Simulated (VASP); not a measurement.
VASP runs on ScCl3 (space group R-3) share one base input (PBEsol GGA, plane waves, VASP's PBE PAW potentials (set 64)) and change the settings named in each case.

KPOINTS:
```
kpoints
0
gamma
4 4 4
```

**INCAR**
```
SYSTEM = ScCl3
PREC = Accurate
ENCUT = 300
EDIFF = 1E-6
NELM = 100
ALGO = Normal
LREAL = .FALSE.
LASPH = .TRUE.
ISMEAR = -1
SIGMA = 0.02
GGA = PS
LMAXMIX = 4
LWAVE = .FALSE.
LCHARG = .FALSE.
ISIF = 2
```

### POSCAR
```
ScCl3
1
    3.2043600000     1.8500380000     6.0836900000
   -3.2043600000     1.8500380000     6.0836900000
    0.0000000000    -3.7000760000     6.0836900000
Sc Cl
2 6
Direct
  0.3333200000   0.3333200000   0.3333200000
  0.6666800000   0.6666800000   0.6666800000
  0.7181500000   0.4370200000   0.0774500000
  0.2818500000   0.5629800000   0.9225500000
  0.0774500000   0.7181500000   0.4370200000
  0.9225500000   0.2818500000   0.5629800000
  0.4370200000   0.0774500000   0.7181500000
  0.5629800000   0.9225500000   0.2818500000
```

POTCAR, in this order: Sc_sv Cl (PBE.64 set). Program: vasp_std.

```json
[
 {"change": "base run", "E(σ→0) (eV/atom)": "-5.2716", "pressure (GPa)": "-1.53", "largest force (eV/Å)": "0.191", "gap on the mesh (eV)": "3.74"},
 {"change": "GGA removed, POTCAR Sc_sv Cl (LDA.64 set)", "E(σ→0) (eV/atom)": "-5.4911", "pressure (GPa)": "-3.36", "largest force (eV/Å)": "0.348", "gap on the mesh (eV)": "3.63"},
 {"change": "KPOINTS 6×6×6 Γ-centred mesh", "E(σ→0) (eV/atom)": "-5.2716", "pressure (GPa)": "-1.53", "largest force (eV/Å)": "0.192", "gap on the mesh (eV)": "3.73"},
 {"change": "LDAU = .TRUE., LDAUJ = 0 0, LDAUL = 2 -1, LDAUTYPE = 2, LDAUU = 5.0 0", "E(σ→0) (eV/atom)": "-4.8188", "pressure (GPa)": "?", "largest force (eV/Å)": "?", "gap on the mesh (eV)": "?"}
]
```

Fill in the missing entries.

- LDAU = .TRUE., LDAUJ = 0 0, LDAUL = 2 -1, LDAUTYPE = 2, LDAUU = 5.0 0, pressure (GPa): 1.42
- LDAU = .TRUE., LDAUJ = 0 0, LDAUL = 2 -1, LDAUTYPE = 2, LDAUU = 5.0 0, largest force (eV/Å): 0.298
- LDAU = .TRUE., LDAUJ = 0 0, LDAUL = 2 -1, LDAUTYPE = 2, LDAUU = 5.0 0, gap on the mesh (eV): 4.58

Energies of different potentials or functionals have different zeros.  At 300 eV the pressure can carry a Pulay error.

Left out are runs that ran out of time, are held back, or changed the cell or the kind of run, fixed moments of cells without a moment, rows past the twelfth, gaps on odd meshes, pressures of charged cells and columns that move by less than the noise.

The structure comes from a computed database's ScCl3 entry (R-3); how it stands against other phases isn't given here. The cell was not relaxed at this level, forces remain on its atoms.
